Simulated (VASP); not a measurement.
An input for Ansatz (written as the equivalent of a VASP run, and not itself run):

Ansatz 0.2 input:
```yaml
crystal:
  lattice:
    - [-2.7245360, 2.7245360, 2.7245360]
    - [2.7245360, -2.7245360, 2.7245360]
    - [2.7245360, 2.7245360, -2.7245360]
  atoms:
    - { symbol: K, position: [0.0000000, 0.0000000, 0.0000000] }
kpoints:
  mp_grid: { grid: [10, 10, 10] }
hamiltonian:
  xc: lda
  pseudopotentials: { kind: paw }
scf:
  occupations: { method: gaussian, width: 0.1 }
  max_iter: 100
output: { forces: true, stress: true, eigenvalues: true }
```

Problem. Write the VASP files for the same calculation (LDA).

Solution. This is not unique; one that fits is 
File KPOINTS:
```
Automatic mesh
0
Gamma
10 10 10
0 0 0
```

File POSCAR:
```
K
1
   -2.7245360000     2.7245360000     2.7245360000
    2.7245360000    -2.7245360000     2.7245360000
    2.7245360000     2.7245360000    -2.7245360000
K
1
Direct
  0.0000000000   0.0000000000   0.0000000000
```

**INCAR**
```
ALGO = Normal
EDIFF = 1E-09
ENCUT = 420
ISIF = 2
ISMEAR = 0
LASPH = T
LCHARG = F
LREAL = F
LWAVE = F
NELM = 100
PREC = Accurate
SIGMA = 0.1
SYSTEM = K
```

POTCAR, in this order: K_sv (LDA.64 set). Program: vasp_std.

Limits of the translation: each code has its own PAW files, so the cut-off isn't converted (ENCUT is set for VASP's; basis.ecutwfc is left out, and Ansatz then takes the one that its files recommend); Ansatz stops its SCF on the density residual and VASP on the energy change (EDIFF); Ansatz's lda is the Perdew-Wang form, while the LDA potentials of VASP carry Perdew-Zunger's.

The structure comes from a computed database's K entry; how it stands against other phases isn't given here. The cell was not relaxed at this level. The run is one of a series of settings (EDIFF = 1E-09, ENCUT = 420, KPOINTS 10×10×10 Γ-centred mesh against the base run), some of them coarse on purpose.
